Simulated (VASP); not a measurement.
Energy against volume of InAs (zinc blende). Computed with r2SCAN+rVV10, VASP's PBE PAW potentials (set 64) (plane waves; VASP 6.6.1).

| V (Å³/atom) | E (eV/atom) |
|---|---|
| 26.485 | -18.74489 |
| 27.330 | -18.76155 |
| 28.175 | -18.76687 |
| 29.020 | -18.76279 |
| 29.866 | -18.75079 |

Q: Fit a third-order Birch-Murnaghan equation of state.

A: 
| Property | Value |
|---|---|
| volume per atom | 28.21 Å³/atom |
| bulk modulus | 592 kbar |
| pressure derivative of the bulk modulus | 5.01 |
| lattice constant a | 6.088 Å |

Measured: bulk modulus 58.6 GPa at 0 K (computed value off by +1.0 %), as given by Daniel Mejia-Rodriguez et al., Physical Review B (2018), arXiv:1807.09216 [0 K value with the zero-point phonon effect removed]; a 6.047 Å at 0 K (computed value off by +0.7 %), as given by Daniel Mejia-Rodriguez et al., Physical Review B (2018), arXiv:1807.09216 [static lattice: zero-point anharmonic expansion removed].

The compound is InAs in the zinc blende structure. It was relaxed first.
